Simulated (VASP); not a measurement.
Data:

```
CELL_PARAMETERS angstrom
      4.15464     0.00000     0.00000
      0.00000     4.15464     0.00000
      0.00000     0.00000     2.66503
ATOMIC_POSITIONS crystal
  Si 0.00000 0.00000 0.00000
  Si 0.50000 0.50000 0.50000
  O  0.30543 0.30543 0.00000
  O  0.80543 0.19457 0.50000
  O  0.19457 0.80543 0.50000
  O  0.69457 0.69457 0.00000
```

Level of theory: LDA (Ceperley-Alder, Perdew-Zunger), VASP's LDA PAW potentials (set 64) (plane waves; VASP). Numerical set-up: 620 eV cut-off, 6×6×8 Γ-centred mesh, Gaussian smearing of 0.050 eV, potentials Si O.

What does the run give for the energy per atom (σ→0), band gap (on the k-mesh) with the smallest direct gap where there is one?

- band gap (on the k-mesh) = 5.79 eV
- smallest direct gap (on the k-mesh) = 5.79 eV
- energy per atom (σ→0) = -8.665 eV/atom

The compound is SiO2 in the rutile structure, stishovite, a high-pressure form. It was relaxed first.
